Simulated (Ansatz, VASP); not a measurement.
# SnO in two plane-wave programs, part 2 of 2

Wanted: the spread between two codes on one cell, functional and k mesh. Of the first pair: The structure shown is the end of the VASP relaxation below. Valence electrons are named where the data sets of a main pair hold unlike numbers.

VASP 6.6.1 and Ansatz 0.2.0.

So far: Starting point; VASP: relaxation, r2SCAN; Ansatz: single point, r2SCAN; Differences.

## (5) Further runs

Further runs change the set-up of one program: Ansatz's method, potentials or start, or VASP's data sets, cutoff or form of LDA. The table gives Ansatz less VASP for each quantity, since a change that brings one quantity closer may part another.

```
                                    run  r.m.s. force difference (meV/Å)  gap on the k mesh (eV)
                               as above                               20                   0.039
                   cores kept as stored                               19                   0.040
Ansatz's larger PAW set (cutoff 900 eV)                               16                   0.040
```

## (6) VASP: band structure, r2SCAN

The same path points are solved in both programs, so levels can be compared one by one.

File INCAR:

```
SYSTEM = SnO
PREC = Normal
ENCUT = 400
EDIFF = 1E-06
NELM = 120
ISMEAR = 0
SIGMA = 0.05
LREAL = .FALSE.
ALGO = Normal
METAGGA = R2SCAN
LASPH = .TRUE.
NBANDS = 24
LORBIT = 11
LWAVE = .TRUE.
LCHARG = .TRUE.
IDIPOL = 3
LDIPOL = .TRUE.
DIPOL = 0.5 0.5 0.5
LVHAR = .TRUE.
LVACPOTAV = .TRUE.
LELF = .TRUE.
NEDOS = 1500
```

File POSCAR:

```
SnO
1.0
    4.2219700000      0.0000000000      0.0000000000
    0.0000000000      3.3550050000      0.0000000000
    0.0000000000      0.0000000000     17.6317515691
Sn O
2 2
Direct
    0.5041388189      0.0000000000      0.5734610964
    0.0041388189      0.5000000000      0.4265389036
    0.2458621811      0.5000000000      0.5312011258
    0.7458621811      0.0000000000      0.4687988742
```

File KPOINTS:

```
Automatic mesh
0
Gamma
6 7 1
0 0 0
```

File KPOINTS_OPT:

```
Line mode
14
Line-mode
Reciprocal
  0.00000000   0.00000000   0.00000000 GAMMA
 -0.50000000   0.00000000   0.00000000 X

 -0.50000000   0.00000000   0.00000000 X
 -0.50000000  -0.50000000   0.00000000 S

 -0.50000000  -0.50000000   0.00000000 S
  0.00000000  -0.50000000   0.00000000 Y

  0.00000000  -0.50000000   0.00000000 Y
  0.00000000   0.00000000   0.00000000 GAMMA

  0.00000000   0.00000000   0.00000000 GAMMA
 -0.50000000  -0.50000000   0.00000000 S
```

Potentials, in the order of the species: Sn and O (PBE family, release 64).

Launch:

```console
mpirun -np 2 vasp_std
```

Numbers of over 12 decimals in the logs are rounded to 6 here.

The log of the run:

```text
[banner, memory and clock lines left out]
running    2 mpi-ranks, on    1 nodes
[...]
[... a notice as in an earlier step ...]

 LDA part: xc-table for (None), standard interpolation
 POSCAR, INCAR and KPOINTS ok, starting setup
[...]
entering main loop
       N       E                     dE             d eps       ncg     rms          rms(c)
DAV:   1     0.887328863566E+02    0.88733E+02   -0.59755E+03   784   0.495E+02
DAV:   2    -0.533627293350E+02   -0.14210E+03   -0.13214E+03  1088   0.136E+02
DAV:   3    -0.756516305676E+02   -0.22289E+02   -0.22007E+02  1048   0.620E+01
DAV:   4    -0.759844856523E+02   -0.33286E+00   -0.33276E+00   848   0.906E+00
[...]
DAV:  21    -0.666777812791E+02   -0.24648E-04   -0.86029E-08   744   0.251E-03    0.159E-04
DAV:  22    -0.666777834646E+02   -0.21855E-05   -0.24483E-08   680   0.131E-03    0.577E-05
DAV:  23    -0.666777839790E+02   -0.51442E-06   -0.63950E-08   656   0.209E-03
|                                                                             |
[...]
|                                                                             |

   1 F= -.66677784E+02 E0= -.66677784E+02  d E =-.486893E-11
 Start KPOINTS_OPT (optional k-point list driver)
k-point batch [1-16\70]
       N       E                     dE             ncg
DAV:   1    -0.783223219967E+03   -0.38345E+04      776
DAV:   2    -0.273957140589E+04   -0.19563E+04     1104
DAV:   3    -0.306818237541E+04   -0.32861E+03     1024
DAV:   4    -0.307297793367E+04   -0.47956E+01      800
DAV:   5    -0.307301718280E+04   -0.39249E-01      896
DAV:   6    -0.307301772709E+04   -0.54429E-03      864
DAV:   7    -0.307301773718E+04   -0.10087E-04      944
DAV:   8    -0.307301773738E+04   -0.20138E-06      688
[...]
k-point batch [65-70\70]
       N       E                     dE             ncg
DAV:   1     0.935442377496E+03   -0.38850E+04      296
DAV:   2     0.164741267747E+03   -0.77070E+03      424
DAV:   3     0.640056002233E+02   -0.10074E+03      400
DAV:   4     0.624103950923E+02   -0.15952E+01      360
DAV:   5     0.623990905336E+02   -0.11305E-01      408
DAV:   6     0.623989656924E+02   -0.12484E-03      368
DAV:   7     0.623989634924E+02   -0.22000E-05      416
DAV:   8     0.623989634508E+02   -0.41549E-07      304
 writing wavefunctions
```

Parts of OUTCAR (step 6):

```text
  Total       -1.2388578     -1.6935160     -1.1637600      0.0000000      0.0000000      0.0000000
  in kB       -7.9474587    -10.8641589     -7.4656949      0.0000000      0.0000000      0.0000000
  external PRESSURE =      -8.7591042 kB  Pullay stress =       0.0000000 kB

 POSITION                                       TOTAL-FORCE (eV/Angst)
 -----------------------------------------------------------------------------------
      2.12846      0.00000     10.11112         0.005498      0.000000     -0.006821
      0.01747      1.67750      7.52063         0.005498      0.000000      0.006821
      1.03802      1.67750      9.36601        -0.005498      0.000000     -0.016938
      3.14901      0.00000      8.26575        -0.005498      0.000000      0.016938
 -----------------------------------------------------------------------------------
    total drift:                                0.000010      0.000000     -0.000026

  FREE ENERGIE OF THE ION-ELECTRON SYSTEM (eV)
  ---------------------------------------------------
  free  energy   TOTEN  =       -66.6777839790 eV

  energy  without entropy=      -66.6777839790  energy(sigma->0) =      -66.67778398

[... 1 part as in an earlier step ...]

[... 2 further parts left out ...]
[key lines of the parts left out:]
E-fermi :  -2.9128
```

## (7) Ansatz: band structure, r2SCAN

The same cell, functional, mesh and smearing now go to Ansatz, which takes its cutoff from its data sets.

File input.yaml:

```yaml
crystal:
  lattice:
    - [4.22197, 0.0, 0.0]
    - [0.0, 3.355005, 0.0]
    - [0.0, 0.0, 17.6317515691]
  atoms:
    - { symbol: Sn, position: [0.5041388189, 0.0, 0.5734610964] }
    - { symbol: Sn, position: [0.0041388189, 0.5, 0.4265389036] }
    - { symbol: O, position: [0.2458621811, 0.5, 0.5312011258] }
    - { symbol: O, position: [0.7458621811, 0.0, 0.4687988742] }
hamiltonian:
  xc: r2scan
  pseudopotentials: { kind: paw }
kpoints:
  mp_grid: { grid: [6, 7, 1] }
  band_path:
    path:
      - [0.0, 0.0, 0.0]
      - [-0.07692, 0.0, 0.0]
      - [-0.15385, 0.0, 0.0]
      - [-0.26923, 0.0, 0.0]
      - [-0.34615, 0.0, 0.0]
      - [-0.42308, 0.0, 0.0]
      - [-0.46154, 0.0, 0.0]
      - [-0.5, 0.0, 0.0]
      - [-0.5, -0.07692, 0.0]
      - [-0.5, -0.19231, 0.0]
      - [-0.5, -0.26923, 0.0]
      - [-0.5, -0.34615, 0.0]
      - [-0.5, -0.46154, 0.0]
      - [-0.5, -0.5, 0.0]
      - [-0.42308, -0.5, 0.0]
      - [-0.30769, -0.5, 0.0]
      - [-0.23077, -0.5, 0.0]
      - [-0.11538, -0.5, 0.0]
      - [-0.03846, -0.5, 0.0]
      - [0.0, -0.5, 0.0]
      - [0.0, -0.38462, 0.0]
      - [0.0, -0.30769, 0.0]
      - [0.0, -0.23077, 0.0]
      - [0.0, -0.11538, 0.0]
      - [0.0, -0.03846, 0.0]
      - [-0.03846, -0.03846, 0.0]
      - [-0.11538, -0.11538, 0.0]
      - [-0.19231, -0.19231, 0.0]
      - [-0.30769, -0.30769, 0.0]
      - [-0.38462, -0.38462, 0.0]
      - [-0.5, -0.5, 0.0]
    npoints: 1
scf:
  occupations: { method: gaussian, width: 0.05 }
  n_extra_bands: 8
efield:
  axis: 3
  dipole_correction: true
  ramp_width: 0.04
output:
  forces: true
  eigenvalues: true
```

Launch:

```console
ansatz run input.yaml --threads 2 --pin off --max-ram 4608MiB --backend cpu --events-out ev --progress --plain --runs-dir out
```

The log of the run:

```text
[...]
Crystal: 4 atoms, lattice volume = 249.749 Å³
Basis set: ecut = 500 eV, 6339 PW (Γ), exchange–correlation on 128×100×540 points (64 copies of the dense FFT grid, shifted against one another)
Bands: 28, of which v1, the nominal top of the filled ones, is band 20 counted from 1 (19 counted from 0)
Symmetry: 2 space group operations
[...]
k-point 1: bands = [... 16 lower, -5.0754, -3.9401, -3.2328, -2.0307, 2.6282, 2.6557, 3.9935, 4.2712, ... 4 higher]
  k-point 2: bands = [... 16 lower, -4.6840, -3.7802, -2.9774, -1.9480, 2.2318, 3.4183, 3.7270, 4.1008, ... 4 higher]
  k-point 15: bands = [... 16 lower, -4.3679, -4.3678, -1.8640, -1.8639, 2.3510, 2.3511, 2.8721, 2.8722, ... 4 higher]
[key lines of the parts left out:]
SCF converged after 7 iterations
Free energy (F): -13214.278277 eV
Fermi energy:    -0.262042 eV
Dipole field:    D = 0.000052 V/Å  (p = 0.000072 e·Å, saw-weighted, corrected)
Work function:   Φ+ = 4.2027 eV   Φ− = 4.2037 eV
```

Wall time 41 s (2 threads of Arm Neoverse N1, shared host); peak memory 0.82 GiB; 80 s of CPU time.

## (8) Side by side

What differs besides the data sets and the points named for the pairs above, as far as they apply: the data sets hold 40 valence electrons in Ansatz (on its default PAW (the set named soft_2) files) and 20 in VASP. Total energies have different zeros and are not compared.

The two programs side by side:

```csv
quantity,Ansatz,VASP,difference
gap over the path points (eV),3.020,2.981,+0.038
```

Levels at points of the path, from each program's valence-band top (eV; 4 filled, then empty):

| k (reciprocal lattice) | Ansatz | VASP |
| --- | --- | --- |
| 0.000 0.000 0.000 | -3.48 -2.33 -1.45 -0.30 3.94 4.12 5.49 | -3.52 -2.41 -1.49 -0.31 3.90 4.06 5.42 |
| -0.077 0.000 0.000 | -3.44 -2.35 -1.41 -0.32 3.88 4.14 5.52 | -3.49 -2.42 -1.45 -0.33 3.83 4.09 5.45 |
| -0.154 0.000 0.000 | -3.35 -2.40 -1.32 -0.38 3.71 4.18 5.13 | -3.39 -2.48 -1.36 -0.39 3.67 4.12 5.09 |
| -0.269 0.000 0.000 | -3.04 -2.54 -1.19 -0.55 3.37 3.79 5.00 | -3.07 -2.62 -1.22 -0.57 3.33 3.74 4.95 |
| -0.346 0.000 0.000 | -2.84 -2.67 -1.14 -0.72 3.16 3.41 5.28 | -2.87 -2.74 -1.17 -0.73 3.13 3.36 5.23 |
| -0.423 0.000 0.000 | -2.75 -2.70 -1.11 -0.90 3.04 3.15 5.63 | -2.79 -2.73 -1.13 -0.91 3.00 3.10 5.57 |
| -0.462 0.000 0.000 | -2.70 -2.67 -1.08 -0.97 3.02 3.07 5.79 | -2.73 -2.70 -1.10 -0.99 2.98 3.03 5.73 |
| -0.500 0.000 0.000 | -2.67 -2.67 -1.04 -1.03 3.03 3.03 5.93 | -2.70 -2.70 -1.06 -1.06 2.99 2.99 5.87 |
| -0.500 -0.077 0.000 | -2.42 -2.42 -1.01 -1.01 3.13 3.13 6.01 | -2.46 -2.46 -1.03 -1.03 3.09 3.09 5.95 |
| -0.500 -0.192 0.000 | -2.13 -2.13 -0.85 -0.85 3.57 3.57 6.24 | -2.17 -2.17 -0.86 -0.86 3.54 3.54 6.18 |

At this near-relaxed geometry the largest component of a force difference is 41 meV/Å. Among the levels compared at these points, filled levels agree within 78 meV and empty ones within 70 meV. With vacuum in the cell, a pressure given here is an average over mostly empty space and none of the material.

## (9) Other set-ups

Further runs change the set-up of one program: Ansatz's method, potentials or start, or VASP's data sets, cutoff or form of LDA. The table gives Ansatz less VASP for each quantity, since a change that brings one quantity closer may part another.

| run | r.m.s. force difference (meV/Å) | gap over the path points (eV) |
| --- | --- | --- |
| as above | 20 | 0.038 |
| cores kept as stored | 19 | 0.040 |
| Ansatz's larger PAW set (cutoff 900 eV) | 16 | 0.039 |

## (10) What came out

```
r.m.s. force difference (single point, r2SCAN)   : 20 meV/Å
r.m.s. force difference (band structure, r2SCAN) : 20 meV/Å
```

In words: The r.m.s. force difference is 20 meV/Å (single point, r2SCAN), beyond the 12 meV/Å picked in this series as the mark of a large difference. The data sets hold unlike numbers of valence electrons (40 in Ansatz and 20 in VASP), so part of the differences comes from the potentials. For single point, r2SCAN, no further run moves any of the tabulated differences by more than a quarter of its size. For band structure, r2SCAN, no further run moves any of the tabulated differences by more than a quarter of its size. 2 further runs of this series are not shown here. How closely two codes agree says nothing of how well the functional describes the real material.

[Lines on the potential files, build, host, timing and source positions are cut from VASP's logs without a mark.]

[Logs are printed without paths, hosts, clocks, repeated set-up lines and the standing remarks that a program may print on its own settings, such as how far it seeks lower states.]

[Hosts, paths, dates, database ids (printed as entryN), source tags and the programs' standing remarks are cut or masked in the printed files.]
